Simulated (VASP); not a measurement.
A convergence study with VASP on HfN (rock salt): one setting is varied, all else stays as given below, so the limit is that of these other settings. Each run relaxes cell and ions from the cell shown. The basis is that of the starting cell, so low cut-offs carry a Pulay error.

```xyz
2
Lattice="0.0000 2.2600 2.2600 2.2600 0.0000 2.2600 2.2600 2.2600 0.0000" Properties=species:S:1:pos:R:3 pbc="T T T"
Hf     0.0000     0.0000     0.0000
N      2.2600     2.2600     2.2600
```

All values below come from LDA (Ceperley-Alder, Perdew-Zunger), VASP's LDA PAW potentials (set 64) (plane waves; VASP 6.6.1). The tightest run used: 800 eV cut-off, 12×12×12 Γ-centred mesh, first-order Methfessel-Paxton smearing of 0.10 eV, potentials Hf_pv N.

**Question.** The settings run are ENCUT = 250; ENCUT = 300; ENCUT = 350; ENCUT = 400; ENCUT = 450; ENCUT = 500; ENCUT = 550; ENCUT = 600; ENCUT = 650; ENCUT = 700; ENCUT = 750; ENCUT = 800. From which on does the relaxed volume stay within 0.05 Å³/atom of the tightest run?

**Answer.** From ENCUT = 450 on: it is off by 0.021 there and by no more than 0.05 in any finer run, while ENCUT = 400 is off by 0.087.
| setting | relaxed volume (Å³/atom) | E (eV/atom) | plane waves | difference judged (Å³/atom) |
|---|---|---|---|---|
| ENCUT = 250 | 10.122 | -12.1638 | 212 | 0.981 |
| ENCUT = 300 | 10.583 | -12.0238 | 290 | 0.520 |
| ENCUT = 350 | 10.857 | -11.9603 | 360 | 0.246 |
| ENCUT = 400 | 11.016 | -11.9485 | 444 | 0.087 |
| ENCUT = 450 | 11.082 | -11.9425 | 531 | 0.021 |
| ENCUT = 500 | 11.101 | -11.9402 | 604 | 0.002 |
| ENCUT = 550 | 11.102 | -11.9399 | 692 | 0.001 |
| ENCUT = 600 | 11.099 | -11.9405 | 785 | 0.004 |
| ENCUT = 650 | 11.098 | -11.9412 | 893 | 0.005 |
| ENCUT = 700 | 11.099 | -11.9417 | 983 | 0.004 |
| ENCUT = 750 | 11.101 | -11.9419 | 1090 | 0.002 |
| ENCUT = 800 | 11.103 | -11.9420 | 1243 | 0.000 |

Left out are rungs that failed or repeat a setting and relaxations that didn't move; long series are thinned to 24 rows.

The compound is HfN in the rock salt structure. The electron count is odd and the run is not spin-polarised, which forces a metal.
